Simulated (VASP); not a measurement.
Output of a VASP run:

### OSZICAR
```
       N       E                     dE             d eps       ncg     rms          rms(c)
DAV:   1     0.262956293697E+02    0.26296E+02   -0.54020E+03  1680   0.129E+03
DAV:   2    -0.259906413034E+02   -0.52286E+02   -0.49220E+02  1684   0.199E+02
DAV:   3    -0.276065799705E+02   -0.16159E+01   -0.16007E+01  1980   0.468E+01
DAV:   4    -0.276369838408E+02   -0.30404E-01   -0.30389E-01  2048   0.567E+00
DAV:   5    -0.276379256322E+02   -0.94179E-03   -0.94174E-03  1982   0.102E+00    0.236E+01
DAV:   6    -0.322187795436E+02   -0.45809E+01   -0.22006E+02  1822   0.253E+02    0.320E+01
DAV:   7    -0.190202382135E+02    0.13199E+02   -0.50785E+01  1832   0.113E+02    0.711E+00
DAV:   8    -0.186783581241E+02    0.34188E+00   -0.31520E+00  2090   0.272E+01    0.420E+00
DAV:   9    -0.187190779587E+02   -0.40720E-01   -0.10270E-01  1848   0.504E+00    0.204E+00
DAV:  10    -0.187398839232E+02   -0.20806E-01   -0.14556E-01  1908   0.805E+00    0.104E+00
DAV:  11    -0.187254824382E+02    0.14401E-01   -0.99211E-02  1844   0.614E+00    0.205E-01
DAV:  12    -0.187248572697E+02    0.62517E-03   -0.12529E-03  1898   0.667E-01    0.115E-01
DAV:  13    -0.187251162497E+02   -0.25898E-03   -0.91819E-04  2216   0.394E-01    0.373E-02
DAV:  14    -0.187248803801E+02    0.23587E-03   -0.16152E-04  1746   0.237E-01    0.288E-02
DAV:  15    -0.187248489524E+02    0.31428E-04   -0.40520E-05  1710   0.113E-01    0.150E-02
DAV:  16    -0.187248316386E+02    0.17314E-04   -0.55609E-06  1764   0.418E-02    0.383E-03
DAV:  17    -0.187248308619E+02    0.77673E-06   -0.76743E-07   872   0.192E-02
   1 F= -.18724831E+02 E0= -.18724887E+02  d E =-.187248E+02
```

**OUTCAR**
```
------------------------ aborting loop because EDIFF is reached ----------------------------------------
  FORCE on cell =-STRESS in cart. coord.  units (eV):
  Direction    XX          YY          ZZ          XY          YZ          ZX
  --------------------------------------------------------------------------------------
  Total        0.0174718      0.0174718      0.0174718     -0.0000000      0.0000000     -0.0000000
  in kB        1.2498352      1.2498352      1.2498352     -0.0000000      0.0000000     -0.0000000
  external PRESSURE =       1.2498352 kB  Pullay stress =       0.0000000 kB
  volume of cell :       22.40
      direct lattice vectors                 reciprocal lattice vectors
     2.818805450  0.000000000  0.000000000     0.354760205  0.000000000  0.000000000
     0.000000000  2.818805450  0.000000000     0.000000000  0.354760205  0.000000000
     0.000000000  0.000000000  2.818805450     0.000000000  0.000000000  0.354760205
 POSITION                                       TOTAL-FORCE (eV/Angst)
 -----------------------------------------------------------------------------------
      1.40940      1.40940      1.40940         0.000000      0.000000      0.000000
      0.00000      0.00000      0.00000         0.000000      0.000000      0.000000
 -----------------------------------------------------------------------------------
    total drift:                                0.000000      0.000000      0.000000
  FREE ENERGIE OF THE ION-ELECTRON SYSTEM (eV)
  ---------------------------------------------------
  free  energy   TOTEN  =       -18.7248308619 eV

  energy  without entropy=      -18.7249983307  energy(sigma->0) =      -18.72488668

 reached required accuracy - stopping structural energy minimisation
```
(Selected blocks of OUTCAR.)

### POSCAR
```
CoAl
1
    2.8188054503     0.0000000000     0.0000000000
    0.0000000000     2.8188054503     0.0000000000
   -0.0000000000    -0.0000000000     2.8188054503
Al Co
1 1
Direct
  0.5000000000   0.5000000000   0.5000000000
  0.0000000000   0.0000000000   0.0000000000
```

Problem. Reconstruct the remaining input files.

Solution. One answer among several that fit: the input of the run itself, MS2 meta-GGA, plane waves, VASP's PBE PAW potentials (set 64).

**INCAR**
```
METAGGA = MS2
EDIFFG = -0.01
NSW = 60
EDIFF = 1E-6   # SCF stop (eV)
LWAVE = .FALSE.
ISIF = 3   # ions, shape and volume
IBRION = 2   # conjugate gradients
NELM = 100
LASPH = .TRUE.
SYSTEM = CoAl
ALGO = Normal
LCHARG = .FALSE.
LMAXMIX = 4   # l cut-off of mixed one-centre charges
SIGMA = 0.1   # width (eV)
PREC = Accurate
ENCUT = 520   # plane-wave cut-off (eV)
LREAL = .FALSE.   # projection in real space or not
LMIXTAU = .TRUE.
ISMEAR = 1
```

### KPOINTS
```
Automatic mesh
0
Gamma
12 12 12
0 0 0
```

POTCAR, in this order: Al Co (PBE.64 set). Program: vasp_std.

The compound is CoAl in the CsCl type structure. It was relaxed first. The start is the result of an earlier pass. The run is not spin-polarised, so no magnetic state was tried.
